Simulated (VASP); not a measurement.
Input:

```xyz
4
Lattice="1.2298 -2.1300 0.0000 1.2298 2.1300 0.0000 0.0000 0.0000 7.1921" Properties=species:S:1:pos:R:3 pbc="T T T"
C      0.0000     0.0000     1.7980
C      0.0000     0.0000     5.3941
C      1.2298     0.7100     1.7980
C      1.2298    -0.7100     5.3941
```

Method: PBEsol GGA, VASP's PBE PAW potentials (set 64) (plane waves; VASP 6.6.1). Settings: 620 eV cut-off, 10×10×3 Γ-centred mesh, Gaussian smearing of 0.050 eV, potentials C.

Without a dispersion term in the relaxation, distances and binding between the weakly bound layers, chains or molecules are unreliable, and so is what depends on them.

Problem. Estimate the energy per atom (σ→0).

Solution. 
```
Item                                   Result
---------------------  ----------------------
energy per atom (σ→0)  -931.1 kJ/mol of atoms
```

Total energies compare only between runs with the same potentials, cut-off and functional.

The compound is C in the graphite structure. It was relaxed first, which changed the volume by +7 %.
